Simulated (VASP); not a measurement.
Here is the system:

```
LiCl
1.0
    0.00000     2.51754     2.51754
    2.51754     0.00000     2.51754
    2.51754     2.51754     0.00000
Li Cl
1 1
Direct
  0.00000   0.00000   0.00000
  0.50000   0.50000   0.50000
```

All values below come from PBE GGA, VASP's PBE PAW potentials (set 64) (plane waves; VASP 6.6.1). Settings: 520 eV cut-off, 9×9×9 Γ-centred mesh, Gaussian smearing of 0.050 eV, potentials Li_sv Cl.

### Question
Estimate the energy per atom (σ→0), pressure, band gap (on the k-mesh) with the smallest direct gap where there is one.

### Answer

The band gap (on the k-mesh) is 6.67 eV, the smallest direct gap (on the k-mesh) is 6.67 eV and the energy per atom (σ→0) comes out as -3.685 eV/atom. The pressure is 2.37 GPa.

The absolute energy has meaning only against runs of the same code, potentials and settings.

The compound is LiCl in the rock salt structure. This cell is one point of a volume scan, at 0.94 of the reference volume.
